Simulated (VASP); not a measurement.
Here is the system:

```xyz
5
Lattice="4.0862 0.0000 0.0000 0.0000 4.0862 0.0000 0.0000 0.0000 4.0862" Properties=species:S:1:pos:R:3 pbc="T T T"
Ti     2.0431     0.0000     2.0431
Ti     0.0000     2.0431     2.0431
Ti     2.0431     2.0431     0.0000
Al     0.0000     0.0000     0.0000
N      2.0431     2.0431     2.0431
```

The numbers are results of PBEsol GGA with spin-orbit coupling, VASP's PBE PAW potentials (set 64) (plane waves; VASP), not measurements. Settings: 520 eV cut-off, 5×5×5 Γ-centred mesh, Gaussian smearing of 0.050 eV, potentials Ti_sv Al N.

Predict the energy per atom (σ→0), band gap (over mesh and band path) with the smallest direct gap where there is one.

The band gap (over mesh and band path) comes out as none (metal, semimetal or under 0.01 eV) and the energy per atom (σ→0) is -8.585 eV/atom.

The absolute energy has meaning only against runs of the same code, potentials and settings.

The structure comes from a computed database's Ti3AlN entry (Pm-3m); how it stands against other phases isn't given here. It was relaxed first. The k-mesh is coarse (spacing up to 0.31 per Å, 2π included), so the numbers may not be converged in it.
